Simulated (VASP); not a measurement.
Computed with PBEsol GGA, VASP's PBE PAW potentials (set 64) (plane waves; VASP).

VASP input:

**KPOINTS**
```
Automatic
0
gamma
 15 15 11
0 0 0
```

File POSCAR:
```
FePt
1
    2.6863434090     0.0000000000     0.0000000000
    0.0000000000     2.6863434090     0.0000000000
    0.0000000000     0.0000000000     3.7142809234
Fe Pt
1 1
Direct
  0.0000000000   0.0000000000   0.0000000000
  0.5000000000   0.5000000000   0.5000000000
```

INCAR:
```
! general
SYSTEM  = FePt
PREC    = Accurate
ENCUT   = 520
LREAL   = .FALSE.   ! projection in real space or not
LASPH   = .TRUE.   ! aspherical one-centre terms

! electronic loop
EDIFF   = 1E-7
NELM    = 100
ALGO    = Normal   ! blocked Davidson
LMAXMIX = 6   ! l cut-off of mixed one-centre charges

! smearing
ISMEAR  = -5   ! tetrahedra, Bloechl

! functional
GGA     = PS

! spin
ISPIN   = 2
MAGMOM  = 2.9 0.3

! ions
ISIF    = 2   ! forces and stress, cell fixed

! output
LWAVE   = .FALSE.
LCHARG  = .TRUE.
LORBIT  = 11   ! lm-projected
NEDOS   = 601   ! DOS grid
```

POTCAR, in this order: Fe Pt (PBE.64 set). Program: vasp_std.

Output

OUTCAR:
```
 ion  position               nearest neighbor table
   1  0.000  0.000  0.000-   2 2.66   2 2.66   2 2.66   2 2.66   2 2.66   2 2.66   2 2.66   2 2.66
  LATTYP: Found a simple tetragonal cell.
 ALAT       =     2.6863434090
 C/A-ratio  =     1.3826530558
 Subroutine PRICEL returns:
 Original cell was already a primitive cell.
 Subroutine GETGRP returns: Found 16 space group operations
The static configuration has the point symmetry D_4h.
The dynamic configuration has the point symmetry D_4h.
The overall configuration has the point symmetry D_4h.
 Subroutine INISYM returns: Found 16 space group operations
 Subroutine IBZKPT returns following result:
 Found    216 irreducible k-points:

 Following reciprocal coordinates:
            Coordinates               Weight
  0.000000  0.000000  0.000000      1.000000
  0.066667  0.000000  0.000000      4.000000
  0.133333  0.000000  0.000000      4.000000
  0.200000  0.000000  0.000000      4.000000
  0.266667  0.000000  0.000000      4.000000
  0.333333  0.000000  0.000000      4.000000
  0.400000  0.000000  0.000000      4.000000
  0.466667  0.000000  0.000000      4.000000
  0.066667  0.066667  0.000000      4.000000
  0.133333  0.066667  0.000000      8.000000
  0.200000  0.066667  0.000000      8.000000
  0.266667  0.066667  0.000000      8.000000
  0.333333  0.066667  0.000000      8.000000
  0.400000  0.066667  0.000000      8.000000
  0.466667  0.066667  0.000000      8.000000
  0.133333  0.133333  0.000000      4.000000
  0.200000  0.133333  0.000000      8.000000
  0.266667  0.133333  0.000000      8.000000
  0.333333  0.133333  0.000000      8.000000
  0.400000  0.133333  0.000000      8.000000
  0.466667  0.133333  0.000000      8.000000
  0.200000  0.200000  0.000000      4.000000
  0.266667  0.200000  0.000000      8.000000
  0.333333  0.200000  0.000000      8.000000
  0.400000  0.200000  0.000000      8.000000
  0.466667  0.200000  0.000000      8.000000
  0.266667  0.266667  0.000000      4.000000
  0.333333  0.266667  0.000000      8.000000
  0.400000  0.266667  0.000000      8.000000
  0.466667  0.266667  0.000000      8.000000
  0.333333  0.333333  0.000000      4.000000
  0.400000  0.333333  0.000000      8.000000
  0.466667  0.333333  0.000000      8.000000
  0.400000  0.400000  0.000000      4.000000
  0.466667  0.400000  0.000000      8.000000
  0.466667  0.466667  0.000000      4.000000
  0.000000  0.000000  0.090909      2.000000
  0.066667  0.000000  0.090909      8.000000
  0.133333  0.000000  0.090909      8.000000
  0.200000  0.000000  0.090909      8.000000
   k-points           NKPTS =    216   k-points in BZ     NKDIM =    216   number of bands    NBANDS=     15
   number of dos      NEDOS =    601   number of ions     NIONS =      2
   total plane-waves  NPLWV =  11200
   dimension x,y,z NGX =    20 NGY =   20 NGZ =   28
   dimension x,y,z NGXF=    40 NGYF=   40 NGZF=   56
   ions per type =               1   1
   PREC   = accura    normal or accurate (medium, high low for compatibility)
   ISTART =      0    job   : 0-new  1-cont  2-samecut
   ICHARG =      2    charge: 1-file 2-atom 10-const
   ISPIN  =      2    spin polarized calculation?
   LNONCOLLINEAR =      F non collinear calculations
   LSORBIT =      F    spin-orbit coupling
   INIWAV =      1    electr: 0-lowe 1-rand  2-diag
   ENCUT  =  520.0 eV  38.22 Ry    6.18 a.u.   4.99  4.99  6.91*2*pi/ulx,y,z
   NELM   =    100;   NELMIN=  2; NELMDL= -5     # of ELM steps
   EDIFF  = 0.1E-06   stopping-criterion for ELM
   LREAL  =      F    real-space projection
   NLSPLINE    = F    spline interpolate recip. space projectors
...
```

**OSZICAR**
```
       N       E                     dE             d eps       ncg     rms          rms(c)
DAV:   1     0.914891295337E+02    0.91489E+02   -0.87684E+03 13407   0.133E+03
DAV:   2    -0.145669149393E+02   -0.10606E+03   -0.95008E+02 13233   0.258E+02
DAV:   3    -0.179112122690E+02   -0.33443E+01   -0.32453E+01 16327   0.551E+01
DAV:   4    -0.179458040025E+02   -0.34592E-01   -0.34595E-01 14609   0.478E+00
DAV:   5    -0.179467369140E+02   -0.93291E-03   -0.93334E-03 17261   0.895E-01    0.181E+01
DAV:   6    -0.189673615425E+02   -0.10206E+01   -0.14383E+01 13855   0.852E+01    0.236E+01
DAV:   7    -0.164569243322E+02    0.25104E+01   -0.10812E+01 16530   0.841E+01    0.929E+00
DAV:   8    -0.163870221974E+02    0.69902E-01   -0.51377E-01 15517   0.112E+01    0.439E+00
DAV:   9    -0.163053219203E+02    0.81700E-01   -0.14551E-01 18968   0.803E+00    0.186E+00
DAV:  10    -0.162928312525E+02    0.12491E-01   -0.34192E-02 20022   0.359E+00    0.699E-01
DAV:  11    -0.162920865945E+02    0.74466E-03   -0.17916E-03 15468   0.588E-01    0.265E-01
DAV:  12    -0.162918414655E+02    0.24513E-03   -0.28762E-04 18962   0.275E-01    0.650E-02
DAV:  13    -0.162918714791E+02   -0.30014E-04   -0.37935E-05 17265   0.120E-01    0.379E-02
DAV:  14    -0.162918723645E+02   -0.88543E-06   -0.48874E-06 18431   0.513E-02    0.118E-02
DAV:  15    -0.162918715679E+02    0.79663E-06   -0.17842E-06 17756   0.324E-02    0.337E-03
DAV:  16    -0.162918713670E+02    0.20088E-06   -0.15951E-07  8067   0.744E-03    0.153E-03
DAV:  17    -0.162918711226E+02    0.24440E-06   -0.70922E-08  7397   0.298E-03    0.102E-03
DAV:  18    -0.162918712946E+02   -0.17203E-06   -0.16858E-08  6921   0.315E-03    0.251E-04
DAV:  19    -0.162918712277E+02    0.66883E-07   -0.32043E-09  6830   0.642E-04
   1 F= -.16291871E+02 E0= -.16291871E+02  d E =0.000000E+00  mag=     3.1850
```

File OUTCAR:
```
------------------------ aborting loop because EDIFF is reached ----------------------------------------
  FORCE on cell =-STRESS in cart. coord.  units (eV):
  Direction    XX          YY          ZZ          XY          YZ          ZX
  --------------------------------------------------------------------------------------
  Total       -0.0243864     -0.0243864     -0.0176846      0.0000000     -0.0000000      0.0000000
  in kB       -1.4576721     -1.4576721     -1.0570830      0.0000000     -0.0000000      0.0000000
  external PRESSURE =      -1.3241424 kB  Pullay stress =       0.0000000 kB
  volume of cell :       26.80
      direct lattice vectors                 reciprocal lattice vectors
     2.686343409  0.000000000  0.000000000     0.372253226  0.000000000  0.000000000
     0.000000000  2.686343409  0.000000000     0.000000000  0.372253226  0.000000000
     0.000000000  0.000000000  3.714280923     0.000000000  0.000000000  0.269231116
 POSITION                                       TOTAL-FORCE (eV/Angst)
 -----------------------------------------------------------------------------------
      0.00000      0.00000      0.00000         0.000000      0.000000      0.000000
      1.34317      1.34317      1.85714         0.000000      0.000000      0.000000
 -----------------------------------------------------------------------------------
    total drift:                               -0.000000      0.000000      0.000000
  FREE ENERGIE OF THE ION-ELECTRON SYSTEM (eV)
  ---------------------------------------------------
  free  energy   TOTEN  =       -16.2918712277 eV

  energy  without entropy=      -16.2918712277  energy(sigma->0) =      -16.29187123

 total charge

# of ion       s       p       d       tot
------------------------------------------
    1        0.422   0.478   6.152   7.051
    2        0.723   0.703   8.065   9.491
--------------------------------------------------
tot          1.145   1.181  14.216  16.542

 magnetization (x)

# of ion       s       p       d       tot
------------------------------------------
    1        0.002  -0.007   2.843   2.838
    2       -0.025  -0.068   0.406   0.313
--------------------------------------------------
tot         -0.023  -0.075   3.249   3.151
```
(Selected blocks of OUTCAR.)

For a metal the tetrahedron method with Blöchl corrections gives inexact stress and forces.

The compound is FePt in the L1_0 structure. It was relaxed first.
